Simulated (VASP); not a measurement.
**Lattice constant a of diamond and zinc-blende semiconductors: LDA against PBE**

VASP (plane waves, PAW); cells keep the symmetry of their structure type. Static lattice, each level at its own minimum.

Here x stands for PBE a and y for LDA less PBE.

| solid | PBE a (Å) | LDA less PBE (Å) | cut-off (eV) |
|---|---|---|---|
| BN | 3.626 | -0.042 | 520 |
| SiC | 4.380 | -0.048 | 520 |
| BAs | 4.817 | -0.074 | 520 |
| GaP | 5.506 | -0.112 | 520 |
| Ge | 5.761 | ? | 520 |
| InSb | 6.635 | -0.180 | 520 |
| HgTe | 6.656 | -0.207 | 520 |

Fit y of the 6 rows that show it with a straight line. With u = x - 5.3, the rows have u = -1.6740, -0.9200, -0.4830, 0.2060, 1.3350, 1.3560. Means: u -0.030000, y -0.1105. About the means, the sum of products is -0.41374 and the sum of squares of u is 7.5400; the slope is their ratio. Least squares gives y = -0.1121 - 0.05487·u. Residuals (row less fit): -0.0218, 0.0136, 0.0116, 0.0114, 0.0054, -0.0205; standard error 0.0185 (degrees of freedom: 4). The slope is -0.0549 with a standard error of 0.0067.

### Question
Estimate the missing y (x = 5.761); what did the run itself give?

### Answer
u = 0.4610, so y = -0.1121 - 0.05487 × 0.4610 = -0.1374 Å. The calculation gives -0.135 Å, 0.0024 Å above the prediction (1.5 % of the range of y in the table). The row lies between fitted rows. From the scatter of the fitted rows alone, a prediction at this place has a standard error of 0.0203 Å, so the miss is 0.1 times that.

The rows are a random draw from the solids of this series computed here; series whose standard error about the line passes 12 to 30 % of the range of y, or with no trend, aren't shown in this form.
